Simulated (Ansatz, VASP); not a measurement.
# W (Sigma19 (331)[1-10] symmetric tilt boundary in W): VASP beside Ansatz

One calculation is typed for both programs; each brings its own data sets. How far apart do they land? The cell is taken from a series of runs on this material, whose earlier steps may have relaxed, scaled, displaced or heated it; both programs get it as it stands.

Program: Ansatz 0.2.0. Level of theory: plane waves, with VASP 6.6.1 beside it; single point at PBE. Results are calculated unless marked as measured.

## (1) Starting point

The cell holds 56 atoms: 56 W. Cell: a = 10.072 Å, b = 10.072 Å, c = 21.128 Å, α = 90.0°, β = 90.0°, γ = 25.8°. It derives from W. Two grains of W, one the mirror image of the other in the boundary plane, two boundaries a cell; of 5 trial joints (lateral shifts, openings, close atoms taken out) the lowest after a short relaxation with the MACE-MP-0b2 potential was kept (shift [0.5, 0.0] of the surface cell, opening 0.97 A, one of each pair under 1.93 A removed), then its atoms and the cell's length along the normal were relaxed with that potential. Lattice constants are starting values near those of PBE. The structure's axis is c.

## (2) VASP: single point, PBE

A single point gives forces, pressure and levels at one fixed geometry, so differences don't come from the geometry; what else differs is listed under the comparison.

Lines of VASP's logs that name or quote its potential files are left out, and so is its time.

INCAR

```
SYSTEM = W
PREC = Accurate
ENCUT = 520
EDIFF = 1E-06
NELM = 120
ISMEAR = -1
SIGMA = 0.1
LREAL = Auto
ALGO = Normal
GGA = PE
NBANDS = 208
LASPH = .TRUE.
LORBIT = 11
LWAVE = .FALSE.
LCHARG = .FALSE.
ISIF = 2
GGA_COMPAT = .FALSE.
KPAR = 8
```

POSCAR

```
W
1.0
   10.0718500000      0.0000000000      0.0000000000
    9.0646700000      4.3902200000      0.0000000000
    0.0000000000      0.0000000000     21.1276300000
W
56
Direct
    0.8619300000      0.8138500000      0.0078200000
    0.2933500000      0.2145400000      0.0050100000
    0.7259200000      0.6423800000      0.0110700000
    0.0803800000      0.1297000000      0.0517700000
    0.5071200000      0.5407000000      0.0595200000
    0.9494000000      0.9523800000      0.0787600000
    0.3852500000      0.3583700000      0.0790400000
    0.7898800000      0.7696700000      0.1198800000
    0.2142400000      0.2053500000      0.1339600000
    0.6151400000      0.6440500000      0.1463700000
    0.0365100000      0.0689100000      0.1694200000
    0.4780100000      0.4650300000      0.1856900000
    0.8978800000      0.8857500000      0.1949800000
    0.3274900000      0.3142800000      0.2088300000
    0.7251400000      0.7383500000      0.2465800000
    0.1547600000      0.1668900000      0.2604300000
    0.5746200000      0.5875900000      0.2697200000
    0.0161200000      0.9837200000      0.2859900000
    0.4374900000      0.4085800000      0.3090400000
    0.8383900000      0.8472900000      0.3214500000
    0.2627500000      0.2829700000      0.3355300000
    0.6673700000      0.6942700000      0.3763700000
    0.1032300000      0.1002500000      0.3766400000
    0.5455100000      0.5119200000      0.3958900000
    0.9722600000      0.9229300000      0.4036300000
    0.3267200000      0.4102500000      0.4443400000
    0.7592800000      0.8380900000      0.4504000000
    0.1907100000      0.2387700000      0.4475900000
    0.3619300000      0.8138500000      0.9475900000
    0.7933500000      0.2145400000      0.9504000000
    0.2259200000      0.6423800000      0.9443400000
    0.5803800000      0.1296900000      0.9036300000
    0.0071200000      0.5407000000      0.8958900000
    0.4494000000      0.9523800000      0.8766400000
    0.8852500000      0.3583700000      0.8763700000
    0.2898800000      0.7696700000      0.8355300000
    0.7142400000      0.2053500000      0.8214500000
    0.1151400000      0.6440500000      0.8090400000
    0.5365100000      0.0689100000      0.7859900000
    0.9780100000      0.4650300000      0.7697100000
    0.3978800000      0.8857500000      0.7604300000
    0.8274900000      0.3142800000      0.7465800000
    0.2251400000      0.7383500000      0.7088300000
    0.6547600000      0.1668900000      0.6949800000
    0.0746200000      0.5875900000      0.6856900000
    0.5161200000      0.9837200000      0.6694200000
    0.9374900000      0.4085800000      0.6463700000
    0.3383900000      0.8472900000      0.6339600000
    0.7627500000      0.2829700000      0.6198700000
    0.1673700000      0.6942700000      0.5790400000
    0.6032300000      0.1002500000      0.5787600000
    0.0455100000      0.5119200000      0.5595200000
    0.4722500000      0.9229300000      0.5517700000
    0.8267100000      0.4102500000      0.5110600000
    0.2592800000      0.8380900000      0.5050100000
    0.6907100000      0.2387700000      0.5078200000
```

KPOINTS

```
Automatic mesh
0
Gamma
5 5 1
0 0 0
```

The projector-augmented-wave data sets are W (PBE family, release 64).

On the command line:

```
> mpirun -np 8 vasp_std
```

Numbers of over 12 decimals in the logs are rounded to 6 here.

What it wrote:

```text
[banner, memory and clock lines left out]
running    8 mpi-ranks, on    1 nodes
[...]
|                                                                             |
|           W    W    AA    RRRRR   N    N  II  N    N   GGGG   !!!           |
|           W    W   A  A   R    R  NN   N  II  NN   N  G    G  !!!           |
|           W    W  A    A  R    R  N N  N  II  N N  N  G       !!!           |
|           W WW W  AAAAAA  RRRRR   N  N N  II  N  N N  G  GGG   !            |
|           WW  WW  A    A  R   R   N   NN  II  N   NN  G    G                |
|           W    W  A    A  R    R  N    N  II  N    N   GGGG   !!!           |
|                                                                             |
|     For optimal performance we recommend to set                             |
|       NCORE = 2 up to number-of-cores-per-socket                            |
|     NCORE specifies how many cores store one orbital (NPAR=cpu/NCORE).      |
|     This setting can greatly improve the performance of VASP for DFT.       |
|     The default, NCORE=1 might be grossly inefficient on modern             |
|     multi-core architectures or massively parallel machines. Do your        |
|     Unfortunately you need to use the default for GW and RPA                |
|     calculations (for HF NCORE is supported but not extensively tested      |
|     yet).                                                                   |
|                                                                             |

 LDA part: xc-table for (Slater+PW92), standard interpolation
 POSCAR, INCAR and KPOINTS ok, starting setup
[...]
entering main loop
       N       E                     dE             d eps       ncg     rms          rms(c)
DAV:   1     0.132799900868E+04    0.13280E+04   -0.14644E+05  5408   0.145E+03
DAV:   2    -0.491897864971E+03   -0.18199E+04   -0.17177E+04  6024   0.360E+02
DAV:   3    -0.730214687574E+03   -0.23832E+03   -0.22538E+03  8488   0.828E+01
DAV:   4    -0.743783084868E+03   -0.13568E+02   -0.12984E+02  7600   0.194E+01
[...]
DAV:  21    -0.707988772535E+03    0.48853E-05   -0.27361E-05  8408   0.110E-02    0.153E-02
DAV:  22    -0.707988771592E+03    0.94347E-06   -0.14592E-05  7608   0.829E-03    0.807E-03
DAV:  23    -0.707988772028E+03   -0.43635E-06   -0.49310E-06  5552   0.514E-03
   1 F= -.70798877E+03 E0= -.70730083E+03  d E =-.137588E+01
```

Parts of OUTCAR (step 2):

```text
  Total      -15.7613850    -11.9038914    -50.3221285     -0.5867288      0.0010066      0.0068355
  in kB      -27.0307842    -20.4151805    -86.3024787     -1.0062402      0.0017264      0.0117229
  external PRESSURE =     -44.5828145 kB  Pullay stress =       0.0000000 kB

 POSITION                                       TOTAL-FORCE (eV/Angst)
 -----------------------------------------------------------------------------------
     16.05851      3.57298      0.16522        -0.771896      0.084287     -0.038513
      4.89931      0.94188      0.10585        -0.061799     -0.306495      0.262505
     13.13432      2.82019      0.23388        -0.038604      0.662733      1.266721
      1.98526      0.56941      1.09378        -0.010996     -0.750075     -0.190717
     10.00890      2.37379      1.25752         0.643055      0.016839      1.160502
     18.19522      4.18116      1.66401        -0.251738      0.119032     -0.102689
      7.12869      1.57332      1.66993        -0.115974      0.057249      1.583305
     14.93236      3.37902      2.53278         0.888461      0.315202     -0.329317
      4.01922      0.90153      2.83026        -0.376906     -0.032458     -0.293761
     12.03370      2.82752      3.09245         0.333322     -0.180867      1.031728
      0.99237      0.30253      3.57944        -0.208186     -0.607506     -0.440360
      9.02979      2.04158      3.92319         0.430381      0.539306     -0.681008
     17.07234      3.88864      4.11947         0.813510      0.111622      0.836498
      6.14727      1.37976      4.41208        -1.176917     -0.012130      1.579385
[...]
-----------------------------------------------------------------------------------
    total drift:                                0.026034     -0.003803      0.006168

  FREE ENERGIE OF THE ION-ELECTRON SYSTEM (eV)
  ---------------------------------------------------
  free  energy   TOTEN  =      -707.9887720279 eV

  energy  without entropy=     -706.6128904755  energy(sigma->0) =     -707.30083125

[... 1 further part left out ...]
```

The run ends at a pressure of -4.46 GPa, with forces up to 2.0 eV/Å.

[end of part 1 of 2]

[Lines on the potential files, build, host, timing and source positions are cut from VASP's logs without a mark.]

[Logs are printed without paths, hosts, clocks, repeated set-up lines and the standing remarks that a program may print on its own settings, such as how far it seeks lower states.]

[Hosts, paths, dates, database ids (printed as entryN), source tags and the programs' standing remarks are cut or masked in the printed files.]
